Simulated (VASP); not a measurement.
OSZICAR of a VASP run on SnTe (relaxed from the zinc blende structure, space group F-43m):

### OSZICAR
```
       N       E                     dE             d eps       ncg     rms          rms(c)
DAV:   1     0.124858102802E+03    0.12486E+03   -0.95960E+03  1328   0.155E+03
DAV:   2     0.416757271668E+01   -0.12069E+03   -0.11900E+03  1400   0.361E+02
DAV:   3    -0.686420556756E+01   -0.11032E+02   -0.10806E+02  1670   0.100E+02
DAV:   4    -0.718423464658E+01   -0.32003E+00   -0.31994E+00  1560   0.190E+01
DAV:   5    -0.719635549101E+01   -0.12121E-01   -0.12121E-01  1970   0.341E+00    0.102E+01
DAV:   6    -0.714279497063E+01    0.53561E-01   -0.77443E-02  1674   0.221E+00    0.631E+00
DAV:   7    -0.712988187427E+01    0.12913E-01   -0.63462E-02  1448   0.153E+00    0.274E-01
DAV:   8    -0.712863106020E+01    0.12508E-02   -0.85309E-03  1558   0.796E-01    0.271E-01
DAV:   9    -0.712870096706E+01   -0.69907E-04   -0.59710E-04  1596   0.150E-01    0.107E-01
DAV:  10    -0.712870793521E+01   -0.69681E-05   -0.35511E-05  1746   0.448E-02    0.361E-02
DAV:  11    -0.712871057841E+01   -0.26432E-05   -0.56848E-06  1490   0.253E-02    0.228E-02
DAV:  12    -0.712871018389E+01    0.39453E-06   -0.19261E-06  1048   0.107E-02
   1 F= 0.15400756E+01 E0= 0.15401324E+01  d E =0.154008E+01
       N       E                     dE             d eps       ncg     rms          rms(c)
DAV:   1    -0.256991928125E+02   -0.18570E+02   -0.32647E+02  1664   0.232E+02    0.353E+01
DAV:   2    -0.688619351219E+01    0.18813E+02   -0.52974E+01  1598   0.272E+02    0.944E+00
DAV:   3    -0.448795294425E+01    0.23982E+01   -0.52261E+00  1634   0.335E+01    0.491E+00
DAV:   4    -0.417946350110E+01    0.30849E+00   -0.10001E+00  1984   0.111E+01    0.300E+00
DAV:   5    -0.417564133359E+01    0.38222E-02   -0.32102E-02  1376   0.156E+00    0.255E+00
DAV:   6    -0.416437499830E+01    0.11266E-01   -0.14109E-02  2046   0.193E+00    0.318E-01
DAV:   7    -0.416413954738E+01    0.23545E-03   -0.19115E-03  1664   0.644E-01    0.323E-01
DAV:   8    -0.416414973960E+01   -0.10192E-04   -0.39251E-04  1694   0.382E-01    0.225E-01
DAV:   9    -0.416411521185E+01    0.34528E-04   -0.11142E-04  1634   0.237E-01    0.873E-02
DAV:  10    -0.416411334373E+01    0.18681E-05   -0.13166E-05  1728   0.558E-02    0.612E-03
DAV:  11    -0.416411337650E+01   -0.32769E-07   -0.27147E-06  1048   0.345E-02
   2 F= 0.20586476E+01 E0= 0.20588302E+01  d E =0.518572E+00
       N       E                     dE             d eps       ncg     rms          rms(c)
DAV:   1    -0.133624028229E+02   -0.91983E+01   -0.18744E+02  1646   0.337E+02    0.177E+01
DAV:   2    -0.797345424465E+01    0.53889E+01   -0.10541E+01  1598   0.556E+01    0.708E+00
DAV:   3    -0.653815992594E+01    0.14353E+01   -0.34086E+00  1900   0.287E+01    0.128E+00
DAV:   4    -0.643345912470E+01    0.10470E+00   -0.23004E-01  2004   0.559E+00    0.232E+00
DAV:   5    -0.641272957882E+01    0.20730E-01   -0.73992E-03  1972   0.897E-01    0.117E+00
DAV:   6    -0.640854618655E+01    0.41834E-02   -0.50675E-03  1592   0.109E+00    0.627E-02
DAV:   7    -0.640851081292E+01    0.35374E-04   -0.14121E-04  1720   0.160E-01    0.196E-02
DAV:   8    -0.640851461407E+01   -0.38012E-05   -0.17859E-05  1546   0.295E-02    0.713E-03
DAV:   9    -0.640851528751E+01   -0.67344E-06   -0.14797E-06   970   0.117E-02
   3 F= 0.12554243E+01 E0= 0.12553414E+01  d E =-.284651E+00
       N       E                     dE             d eps       ncg     rms          rms(c)
DAV:   1    -0.637667131922E+01    0.31843E-01   -0.84204E-02  1640   0.532E+00    0.423E-01
DAV:   2    -0.637348897071E+01    0.31823E-02   -0.57255E-03  1598   0.151E+00    0.160E-01
DAV:   3    -0.637276280063E+01    0.72617E-03   -0.16482E-03  1622   0.718E-01    0.368E-02
DAV:   4    -0.637271784528E+01    0.44955E-04   -0.12258E-04  1986   0.124E-01    0.507E-02
DAV:   5    -0.637270884956E+01    0.89957E-05   -0.64775E-06  1974   0.254E-02    0.155E-02
DAV:   6    -0.637270889799E+01   -0.48432E-07   -0.10820E-06   658   0.161E-02
   4 F= 0.12548260E+01 E0= 0.12548292E+01  d E =-.285250E+00
       N       E                     dE             d eps       ncg     rms          rms(c)
DAV:   1    -0.635396711507E+01    0.18742E-01   -0.25371E-02  1646   0.294E+00    0.232E-01
DAV:   2    -0.635300724056E+01    0.95987E-03   -0.17163E-03  1598   0.828E-01    0.876E-02
DAV:   3    -0.635278843168E+01    0.21881E-03   -0.49839E-04  1622   0.395E-01    0.201E-02
DAV:   4    -0.635277586876E+01    0.12563E-04   -0.36914E-05  1986   0.679E-02    0.280E-02
DAV:   5    -0.635277378936E+01    0.20794E-05   -0.14100E-06   778   0.140E-02    0.710E-03
DAV:   6    -0.635277410517E+01   -0.31581E-06   -0.82878E-07   658   0.131E-02
   5 F= 0.12548348E+01 E0= 0.12548852E+01  d E =-.285241E+00
       N       E                     dE             d eps       ncg     rms          rms(c)
DAV:   1    -0.637783777916E+01   -0.25064E-01   -0.35264E-02  1640   0.348E+00    0.272E-01
DAV:   2    -0.637652324404E+01    0.13145E-02   -0.23634E-03  1598   0.966E-01    0.104E-01
DAV:   3    -0.637621576335E+01    0.30748E-03   -0.69044E-04  1622   0.464E-01    0.237E-02
DAV:   4    -0.637619284401E+01    0.22919E-04   -0.51315E-05  1986   0.804E-02    0.329E-02
DAV:   5    -0.637618594436E+01    0.68997E-05   -0.20215E-06   866   0.165E-02    0.870E-03
DAV:   6    -0.637618512078E+01    0.82358E-06   -0.10781E-06   658   0.150E-02
   6 F= 0.12548493E+01 E0= 0.12548437E+01  d E =0.144277E-04
       N       E                     dE             d eps       ncg     rms          rms(c)
DAV:   1    -0.636414875213E+01    0.12037E-01   -0.10097E-02  1640   0.185E+00    0.146E-01
DAV:   2    -0.636376774757E+01    0.38100E-03   -0.68411E-04  1598   0.522E-01    0.557E-02
DAV:   3    -0.636368115235E+01    0.86595E-04   -0.19698E-04  1622   0.248E-01    0.128E-02
DAV:   4    -0.636367653580E+01    0.46166E-05   -0.14742E-05  1986   0.432E-02    0.175E-02
DAV:   5    -0.636367607591E+01    0.45989E-06   -0.53997E-07   658   0.883E-03
   7 F= 0.12548006E+01 E0= 0.12548249E+01  d E =-.342304E-04
```

Which electronic solver shows in the log?

It is blocked Davidson (ALGO = Normal, or the opening steps of other solvers). The INCAR had ALGO = Normal.

Can the final energy be trusted as converged?

Self-consistency was reached. It stopped with EDIFF = 1E-6, NELM = 100, NSW = 40 and EDIFFG = -0.02 after 7 ionic steps (PBEsol GGA, plane waves, VASP's PBE PAW potentials (set 64)). Energy and stress use the plane-wave basis of the starting cell.

The structure was generated: SnTe was put into the zinc blende type (F-43m), which need not be its known phase. This run relaxes it under an external pressure of 20 GPa. Symmetry was kept, so distortions that lower it aren't found.
